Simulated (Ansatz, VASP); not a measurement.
# One calculation of InGaPb3, two programs

```
In Ga Pb
1.0
     5.60453    0.00000    0.00000
     0.00000    5.60453    0.00000
     0.00000    0.00000    5.60453
In Ga Pb
1 1 3
Cartesian
  0.0000 0.0000 0.0000
  2.8023 2.8023 2.8023
  0.0000 2.8023 2.8023
  2.8023 0.0000 2.8023
  2.8023 2.8023 0.0000
```

Change from the starting cell: species swapped into the GdBPd3 type (Pm-3m, No. 221).

Alike in both runs: functional PBE; k mesh 4 × 4 × 4; occupations gaussian, width 0.1 eV; no spin polarisation.

Ansatz relaxed the structure, and its values are those at the end. VASP's run is a single point on that final structure, the one shown.

|  | VASP | Ansatz |
| --- | --- | --- |
| version | VASP 6.6.1 | Ansatz 0.2.0 |
| potentials or method | VASP PAW PBE potentials, release 64 (In_d, Ga_d, Pb_d) | scalar-relativistic, plane waves, PAW |
| plane-wave cutoff (eV) | 520 | 420 |
| valence electrons in the cell | 68 | 68 |

```csv
,VASP,Ansatz,Ansatz less VASP
gap on the k mesh at the Fermi level (eV),none,none,-
pressure (GPa),0.1,0.1,+0.03
```

A gap of «none» marks a metal or a gap that the smearing closes.

Spin-orbit coupling is left out, which matters for the levels of Pb.
